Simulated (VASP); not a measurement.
An input for Quantum ESPRESSO's pw.x (written as the equivalent of a VASP run, and not itself run):

```
&CONTROL
  calculation = 'scf'
  pseudo_dir = './pseudo'
  outdir = './out'
  tprnfor = .true.
  tstress = .true.
/
&SYSTEM
  ibrav = 0
  nat = 2
  ntyp = 2
  ecutwfc = 82.3
  occupations = 'smearing'
  smearing = 'gaussian'
  degauss = 0.003675
  input_dft = 'pbesol'
/
&ELECTRONS
  conv_thr = 7.3e-09
  electron_maxstep = 100
/
ATOMIC_SPECIES
  Sr 87.620 Sr.upf
  Te 127.600 Te.upf
CELL_PARAMETERS angstrom
    -0.0165364    3.3072879    3.3072879
     3.2907515    0.0000000    3.2907515
     3.3072879    3.3072879   -0.0165364
ATOMIC_POSITIONS crystal
  Sr   0.0000000  0.0000000  0.0000000
  Te   0.5000000  0.5000000  0.5000000
K_POINTS automatic
  6 6 6 0 0 0
```

Question: Translate this input to VASP (INCAR, KPOINTS, POSCAR, choice of POTCAR).

Answer: This is not unique; one that fits is 
POSCAR:
```
SrTe
1
   -0.0165364397     3.3072879434     3.3072879434
    3.2907515037     0.0000000000     3.2907515037
    3.3072879434     3.3072879434    -0.0165364397
Sr Te
1 1
Direct
  0.0000000000   0.0000000000   0.0000000000
  0.5000000000   0.5000000000   0.5000000000
```

**KPOINTS**
```
Automatic mesh
0
Gamma
6 6 6
0 0 0
```

### INCAR
```
SYSTEM = SrTe
PREC = Accurate
ENCUT = 480
EDIFF = 1E-7
NELM = 100
ALGO = Normal
LREAL = .FALSE.
LASPH = .TRUE.
ISMEAR = 0
SIGMA = 0.05
GGA = PS
LMAXMIX = 4
LWAVE = .FALSE.
LCHARG = .FALSE.
ISIF = 2
```

POTCAR, in this order: Sr_sv Te (PBE.64 set). Program: vasp_std.

What does not carry over: the potentials are each code's own (VASP's PAW set, PseudoDojo norm-conserving files in pw.x), so ENCUT and ecutwfc are chosen apart and not converted; conv_thr bounds pw.x's estimated SCF error, while EDIFF bounds the energy change between steps.

The compound is SrTe in the rock salt structure. This cell was strained or had an atom moved on purpose.
